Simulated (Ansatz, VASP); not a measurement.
## Two plane-wave programs on B3I

```
CELL_PARAMETERS angstrom
-1.57692 1.57692 5.85654
1.57692 -1.57692 5.85654
1.57692 1.57692 -5.85654
ATOMIC_POSITIONS crystal
B 0.50000 0.50000 0.00000
B 0.25000 0.75000 0.50000
B 0.75000 0.25000 0.50000
I 0.00000 0.00000 0.00000
```

Alike in both runs: functional PBE; k mesh 6 × 6 × 6; occupations gaussian, width 0.1 eV; no spin polarisation.

Ansatz relaxed the structure, and its values are those at the end. VASP's run is a single point on that final structure, the one shown.

|  | VASP | Ansatz |
| --- | --- | --- |
| version | VASP 6.6.1 | Ansatz 0.2.0 |
| potentials or method | VASP PAW PBE potentials, release 64 (B, I) | scalar-relativistic, plane waves, PAW |
| plane-wave cutoff (eV) | 520 | 420 |
| valence electrons in the cell | 16 | 26 |

```tsv
	VASP	Ansatz	Ansatz less VASP
gap on the k mesh at the Fermi level (eV)	none	none	-
pressure (GPa)	0.0	0.0	+0.06
```

A gap of «none» marks a metal or a gap that the smearing closes. The functional is the same, so the differences come from potentials, cutoffs and numerics. The two sets of potentials don't hold the same shells in valence.

Caveats: the k mesh is coarse (spacing up to 0.47 Å⁻¹), so the values aren't converged. Spin-orbit coupling is left out, which matters for the levels of I.
